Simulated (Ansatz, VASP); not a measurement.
**One calculation of TeW, two programs**

```
CELL_PARAMETERS angstrom
3.30037 0.00000 0.00000
0.00000 3.30037 0.00000
0.00000 0.00000 3.30037
ATOMIC_POSITIONS crystal
W 0.00000 0.00000 0.00000
Te 0.50000 0.50000 0.50000
```

Alike in both runs: functional PBEsol; k mesh 12 × 12 × 12; occupations gaussian, width 0.1 eV; no spin polarisation.

Ansatz relaxed the structure, and its values are those at the end. VASP's run is a single point on that final structure, the one shown.

```csv
,VASP,Ansatz
version,VASP 6.6.1,Ansatz 0.2.0
potentials or method,"VASP PAW PBE potentials, release 64 (W_sv, Te)","scalar-relativistic, plane waves, PAW"
plane-wave cutoff (eV),520,420
valence electrons in the cell,20,30
```

VASP gave:

* gap on the k mesh at the Fermi level (eV): none
* pressure (GPa): 0.3

Q: Which values does Ansatz return?

A: gap on the k mesh at the Fermi level (eV): none; pressure (GPa): 0.0.

A gap of «none» marks a metal or a gap that the smearing closes. The two sets of potentials don't hold the same shells in valence.

Caveats: the PAW data sets were made with another functional, which shifts forces and pressure a little (VASP). The runs have no spin-orbit coupling, so splittings on Te, W are missing.
